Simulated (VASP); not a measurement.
Input for VASP

### KPOINTS
```
Automatic mesh
0
Gamma
11 11 11
0 0 0
```

File POSCAR:
```
MgO
1
    0.0000000000     2.0601205143     2.0601205143
    2.0601205143     0.0000000000     2.0601205143
    2.0601205143     2.0601205143     0.0000000000
Mg O
1 1
Direct
  0.0000000000   0.0000000000   0.0000000000
  0.5000000000   0.5000000000   0.5000000000
```

### INCAR
```
ISIF  =  3   # ions, shape and volume
LWAVE  =  .FALSE.
METAGGA  =  R2SCAN
PREC  =  Accurate
ISMEAR  =  0
IBRION  =  2   # conjugate gradients
LMIXTAU  =  .TRUE.
LREAL  =  .FALSE.   # projection in real space or not
PSTRESS  =  200
ALGO  =  Normal
LASPH  =  .TRUE.   # aspherical one-centre terms
SIGMA  =  0.05
NELM  =  100   # most electronic steps
NSW  =  40
SYSTEM  =  MgO
LCHARG  =  .FALSE.
ENCUT  =  620
EDIFFG  =  -0.02   # ionic stop
EDIFF  =  1E-6
```

POTCAR, in this order: Mg O (PBE.64 set). Program: vasp_std.

Q: Write an equivalent input for Ansatz.

A: One equivalent input (not run):
Ansatz 0.2 input:
```yaml
crystal:
  lattice:
    - [0.0000000, 2.0601205, 2.0601205]
    - [2.0601205, 0.0000000, 2.0601205]
    - [2.0601205, 2.0601205, 0.0000000]
  atoms:
    - { symbol: Mg, position: [0.0000000, 0.0000000, 0.0000000] }
    - { symbol: O, position: [0.5000000, 0.5000000, 0.5000000] }
kpoints:
  mp_grid: { grid: [11, 11, 11] }
hamiltonian:
  xc: r2scan
  pseudopotentials: { kind: paw }
scf:
  occupations: { method: gaussian, width: 0.05 }
  max_iter: 100
relax:
  max_steps: 40
  f_tol: 0.02
  cell: { p_target: 20 }
output: { forces: true, stress: true, eigenvalues: true }
```
Limits of the translation: each code has its own PAW files, so the cut-off isn't converted (ENCUT is set for VASP's; basis.ecutwfc is left out, and Ansatz then takes the one that its files recommend); Ansatz stops its SCF on the density residual and VASP on the energy change (EDIFF).

The compound is MgO in the rock salt structure. This run relaxes it under an external pressure of 20 GPa. Symmetry was kept, so distortions that lower it aren't found.
